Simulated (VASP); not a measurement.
Method: PBEsol GGA, VASP's PBE PAW potentials (set 64) (plane waves; VASP 6.6.1).

The input files of a VASP run:

File KPOINTS:
```
K-points
0
Gamma
 6 6 6
```

File POSCAR:
```
In4As2Sb2
1
    6.3007495535     0.0000000000     0.0000000000
   -0.0000000000     6.3007495535     0.0000000000
    0.0000000000     0.0000000000     6.3128929924
In Sb As
4 2 2
Direct
  1.0000000000   0.0000000000   0.9834821648
  0.5000000000   0.5000000000   0.9834821648
  0.5000000000   0.0000000000   0.5165178352
  1.0000000000   0.5000000000   0.5165178352
  0.2500000000   0.2500000000   0.2500000000
  0.7500000000   0.7500000000   0.2500000000
  0.7500000000   0.2500000000   0.7500000000
  0.2500000000   0.7500000000   0.7500000000
```

### INCAR
```
SYSTEM=In4As2Sb2
PREC=Accurate; ENCUT=400; LREAL=F
LASPH=T
EDIFF=1E-7; NELM=100; ALGO=Normal
LMAXMIX=4
ISMEAR=-5
GGA=PS
ISIF=2
LWAVE=F; LCHARG=T; LORBIT=11
NEDOS=601
LEFG=T
```

POTCAR, in this order: In_d Sb As (PBE.64 set). Program: vasp_std.

Unless said otherwise, spin-orbit coupling is left out, though it shifts the bands of the heavy elements here.

**Question.** Predict the energy per atom (σ→0), band gap (on the k-mesh).

**Answer.** 
```
Quantity                                                     Value
------------------------  ----------------------------------------
energy per atom (σ→0)                               -4.026 eV/atom
band gap (on the k-mesh)  none (metal, semimetal or under 0.01 eV)
```

File OSZICAR:
```
...
DAV:   9    -0.322085173148E+02   -0.48580E-03   -0.87950E-03  4593   0.740E-01    0.301E-01
DAV:  10    -0.322090199255E+02   -0.50261E-03   -0.13549E-03  4932   0.168E-01    0.138E-01
DAV:  11    -0.322091441576E+02   -0.12423E-03   -0.27130E-04  3983   0.122E-01    0.185E-02
DAV:  12    -0.322091397547E+02    0.44029E-05   -0.45648E-05  4979   0.490E-02    0.264E-02
DAV:  13    -0.322091449106E+02   -0.51559E-05   -0.14778E-05  4089   0.177E-02    0.913E-03
DAV:  14    -0.322091461210E+02   -0.12104E-05   -0.12069E-06  4912   0.926E-03    0.274E-03
DAV:  15    -0.322091461180E+02    0.30141E-08   -0.31379E-07  2830   0.354E-03
   1 F= -.32209146E+02 E0= -.32209146E+02  d E =0.000000E+00
```

The structure was generated: In4As2Sb2 was put into an ordered model structure (P-4m2), which need not be its known phase. It was relaxed first.
